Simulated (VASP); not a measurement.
Output of a VASP run:

### OUTCAR
```
 ion  position               nearest neighbor table
   1  0.333  0.667  0.879-   6 2.71   6 2.71   6 2.71   4 3.61
   2  0.667  0.333  0.379-   5 2.71   5 2.71   5 2.71   3 3.61
   3  0.667  0.333  0.121-   5 2.71   5 2.71   5 2.71   2 3.61
   4  0.333  0.667  0.621-   6 2.71   6 2.71   6 2.71   1 3.61
   5  0.333  0.667  0.250-   2 2.71   3 2.71   2 2.71   3 2.71   2 2.71   3 2.71
   6  0.667  0.333  0.750-   1 2.71   4 2.71   1 2.71   4 2.71   1 2.71   4 2.71
  LATTYP: Found a hexagonal cell.
 ALAT       =     3.4950091116
 C/A-ratio  =     3.9960812938
 Subroutine PRICEL returns:
 Original cell was already a primitive cell.
 Subroutine GETGRP returns: Found 24 space group operations
The static configuration has the point symmetry D_3d.
 The point group associated with its full space group is D_6h.
The dynamic configuration has the point symmetry D_3d.
 Subroutine INISYM returns: Found 24 space group operations
 Subroutine IBZKPT returns following result:
 Found     16 irreducible k-points:

 Following reciprocal coordinates:
            Coordinates               Weight
  0.000000  0.000000  0.000000      1.000000
  0.142857  0.000000  0.000000      6.000000
  0.285714 -0.000000  0.000000      6.000000
  0.428571 -0.000000  0.000000      6.000000
  0.142857  0.142857  0.000000      6.000000
  0.285714  0.142857  0.000000     12.000000
  0.428571  0.142857  0.000000      6.000000
  0.285714  0.285714  0.000000      6.000000
  0.000000  0.000000  0.500000      1.000000
  0.142857  0.000000  0.500000      6.000000
  0.285714 -0.000000  0.500000      6.000000
  0.428571 -0.000000  0.500000      6.000000
  0.142857  0.142857  0.500000      6.000000
  0.285714  0.142857  0.500000     12.000000
  0.428571  0.142857  0.500000      6.000000
  0.285714  0.285714  0.500000      6.000000
   k-points           NKPTS =     16   k-points in BZ     NKDIM =     16   number of bands    NBANDS=     31
   number of dos      NEDOS =    301   number of ions     NIONS =      6
   total plane-waves  NPLWV =  55296
   dimension x,y,z NGX =    24 NGY =   24 NGZ =   96
   dimension x,y,z NGXF=    48 NGYF=   48 NGZF=  192
   ions per type =               4   2
   PREC   = accura    normal or accurate (medium, high low for compatibility)
   ISTART =      0    job   : 0-new  1-cont  2-samecut
   ICHARG =      2    charge: 1-file 2-atom 10-const
   ISPIN  =      1    spin polarized calculation?
   LNONCOLLINEAR =      F non collinear calculations
   LSORBIT =      F    spin-orbit coupling
   INIWAV =      1    electr: 0-lowe 1-rand  2-diag
   ENCUT  =  400.0 eV  29.40 Ry    5.42 a.u.   5.70  5.70 22.78*2*pi/ulx,y,z
   NELM   =    100;   NELMIN=  2; NELMDL= -5     # of ELM steps
   EDIFF  = 0.1E-05   stopping-criterion for ELM
   LREAL  =      F    real-space projection
   NLSPLINE    = F    spline interpolate recip. space projectors
   LMAXMIX     =    4 max onsite mixed and CHGCAR
   VOSKOWN=      0    Vosko Wilk Nusair interpolation
   EDIFFG = -.2E-01   stopping-criterion for IOM
   NSW    =     60    number of steps for IOM
   NBLOCK =      1;   KBLOCK =     60    inner block; outer block
   IBRION =      2    ionic relax: 0-MD 1-quasi-New 2-CG
   NFREE  =      1    steps in history (QN), initial steepest desc. (CG)
   ISIF   =      3    stress and relaxation
   ISYM   =      2    0-nonsym 1-usesym 2-fastsym
   TEIN   =    0.0    initial temperature
   TEBEG  =    0.0;   TEEND  =   0.0 temperature during run
   SMASS  =  -3.00    Nose mass-parameter (am)
   PSTRESS=    0.0 pullay stress
   NELECT =      52.0000    total number of electrons
   EFERMI =   0.00;   METHOD = LEGACY
   ISMEAR =     0;   SIGMA  =   0.05  broadening in eV -4-tet -1-fermi 0-gaus
   IALGO  =     38    algorithm
   LDIAG  =      T    sub-space diagonalisation (order eigenvalues)
   IMIX   =      4    mixing-type and parameters
     AMIX     =   0.40;   BMIX     =  1.00
     AMIX_MAG =   1.60;   BMIX_MAG =  1.00
     AMIN     =   0.10
   GGA     = PS    functional components
   VOSKOWN =     0    Vosko Wilk Nusair interpolation
...
```

### OSZICAR
```
       N       E                     dE             d eps       ncg     rms          rms(c)
DAV:   1     0.327242274749E+03    0.32724E+03   -0.24413E+04  1240   0.123E+03
DAV:   2    -0.213011408058E+02   -0.34854E+03   -0.33935E+03  1257   0.309E+02
DAV:   3    -0.403381161034E+02   -0.19037E+02   -0.18552E+02  1235   0.601E+01
DAV:   4    -0.408414169967E+02   -0.50330E+00   -0.50171E+00  1229   0.984E+00
DAV:   5    -0.408571284473E+02   -0.15711E-01   -0.15706E-01  1287   0.174E+00    0.235E+01
DAV:   6    -0.399194523874E+02    0.93768E+00   -0.93722E+00  1144   0.153E+01    0.918E+00
DAV:   7    -0.398291746995E+02    0.90278E-01   -0.86497E+00  1099   0.119E+01    0.658E+00
DAV:   8    -0.394011343432E+02    0.42804E+00   -0.18078E+00  1198   0.613E+00    0.340E+00
DAV:   9    -0.393996036302E+02    0.15307E-02   -0.27822E-01  1276   0.231E+00    0.141E+00
DAV:  10    -0.393927330224E+02    0.68706E-02   -0.52096E-02  1225   0.115E+00    0.394E-01
DAV:  11    -0.393928801119E+02   -0.14709E-03   -0.28350E-03  1238   0.260E-01    0.332E-01
DAV:  12    -0.393928135149E+02    0.66597E-04   -0.37876E-04  1232   0.889E-02    0.208E-01
DAV:  13    -0.393927591247E+02    0.54390E-04   -0.13732E-04  1285   0.615E-02    0.119E-01
DAV:  14    -0.393927532996E+02    0.58251E-05   -0.17763E-05  1163   0.176E-02    0.705E-02
DAV:  15    -0.393927512477E+02    0.20519E-05   -0.23343E-06   831   0.837E-03    0.392E-02
DAV:  16    -0.393927497760E+02    0.14717E-05   -0.43710E-06   940   0.822E-03    0.219E-02
DAV:  17    -0.393927494422E+02    0.33384E-06   -0.89074E-07   650   0.451E-03
   1 F= -.39392749E+02 E0= -.39392749E+02  d E =-.393927E+02
       N       E                     dE             d eps       ncg     rms          rms(c)
DAV:   1    -0.393938588978E+02   -0.11091E-02   -0.32337E-02  1021   0.124E+00    0.201E-01
DAV:   2    -0.393931314138E+02    0.72748E-03   -0.24958E-03  1049   0.310E-01    0.765E-02
DAV:   3    -0.393929904620E+02    0.14095E-03   -0.64904E-04  1252   0.107E-01    0.680E-02
DAV:   4    -0.393929612381E+02    0.29224E-04   -0.14968E-04  1179   0.616E-02    0.335E-02
DAV:   5    -0.393929542795E+02    0.69586E-05   -0.32613E-05  1205   0.313E-02    0.271E-02
DAV:   6    -0.393929534371E+02    0.84245E-06   -0.24361E-05  1210   0.222E-02    0.989E-03
DAV:   7    -0.393929528356E+02    0.60149E-06   -0.19635E-06   704   0.802E-03
   2 F= -.39392953E+02 E0= -.39392953E+02  d E =-.203393E-03
```

### OUTCAR
```
------------------------ aborting loop because EDIFF is reached ----------------------------------------
  FORCE on cell =-STRESS in cart. coord.  units (eV):
  Direction    XX          YY          ZZ          XY          YZ          ZX
  --------------------------------------------------------------------------------------
  Total       -0.0362390     -0.0362389     -0.0596402      0.0000000      0.0000000      0.0000000
  in kB       -0.3933275     -0.3933274     -0.6473177      0.0000000      0.0000000      0.0000000
  external PRESSURE =      -0.4779909 kB  Pullay stress =       0.0000000 kB
  volume of cell :      147.62
      direct lattice vectors                 reciprocal lattice vectors
     1.746131681 -3.024388378 -0.000000000     0.286347247 -0.165322683  0.000000000
     1.746131681  3.024388378  0.000000000     0.286347247  0.165322683  0.000000000
    -0.000000000  0.000000000 13.976144944     0.000000000 -0.000000000  0.071550489
 POSITION                                       TOTAL-FORCE (eV/Angst)
 -----------------------------------------------------------------------------------
      1.74613      1.00813     12.28955        -0.000000     -0.000000      0.006326
      1.74613     -1.00813      5.30148        -0.000000     -0.000000      0.006326
      1.74613     -1.00813      1.68659        -0.000000     -0.000000     -0.006326
      1.74613      1.00813      8.67466        -0.000000     -0.000000     -0.006326
      1.74613      1.00813      3.49404        -0.000000     -0.000000      0.000000
      1.74613     -1.00813     10.48211         0.000000      0.000000      0.000000
 -----------------------------------------------------------------------------------
    total drift:                               -0.000245      0.001612     -0.000026
  FREE ENERGIE OF THE ION-ELECTRON SYSTEM (eV)
  ---------------------------------------------------
  free  energy   TOTEN  =       -39.3929528356 eV

  energy  without entropy=      -39.3929528356  energy(sigma->0) =      -39.39295284

 reached required accuracy - stopping structural energy minimisation
```
(Selected blocks of OUTCAR.)

File POSCAR:
```
MoTe2
1
    1.7475047343    -3.0267665740     0.0000000000
    1.7475047343     3.0267665740     0.0000000000
    0.0000000000    -0.0000000000    13.9663405324
Te Mo
4 2
Direct
  0.3333330000   0.6666670000   0.8792264833
  0.6666670000   0.3333330000   0.3792264833
  0.6666670000   0.3333330000   0.1207735167
  0.3333330000   0.6666670000   0.6207735167
  0.3333330000   0.6666670000   0.2500000000
  0.6666670000   0.3333330000   0.7500000000
```

**Question.** Write an INCAR and KPOINTS that could have produced this output.

**Answer.** Several could match; the one computed here: the input of the run itself, PBEsol GGA, plane waves, VASP's PBE PAW potentials (set 64).

File KPOINTS:
```
Automatic mesh
0
Gamma
7 7 2
0 0 0
```

### INCAR
```
! general
SYSTEM =MoTe2
PREC   =Accurate
ENCUT  =400   ! plane-wave cut-off (eV)
LREAL  =F   ! projection in real space or not
LASPH  =T

! electronic loop
EDIFF  =1E-6   ! SCF stop (eV)
NELM   =100   ! most electronic steps
ALGO   =Normal   ! blocked Davidson
LMAXMIX=4

! smearing
ISMEAR =0   ! Gaussian
SIGMA  =0.05   ! width (eV)

! functional
GGA    =PS   ! PBEsol

! ions
IBRION =2
NSW    =60   ! most ionic steps
ISIF   =3
EDIFFG =-0.02   ! ionic stop

! output
LWAVE  =F
LCHARG =F
```

POTCAR, in this order: Te Mo_sv (PBE.64 set). Program: vasp_std.

Without a dispersion term in the relaxation, distances and binding between the weakly bound layers, chains or molecules are unreliable, and so is what depends on them.

The compound is MoTe2 in the 2H layered structure. This run relaxes it. Symmetry was kept, so distortions that lower it aren't found. The start is the result of an earlier pass.
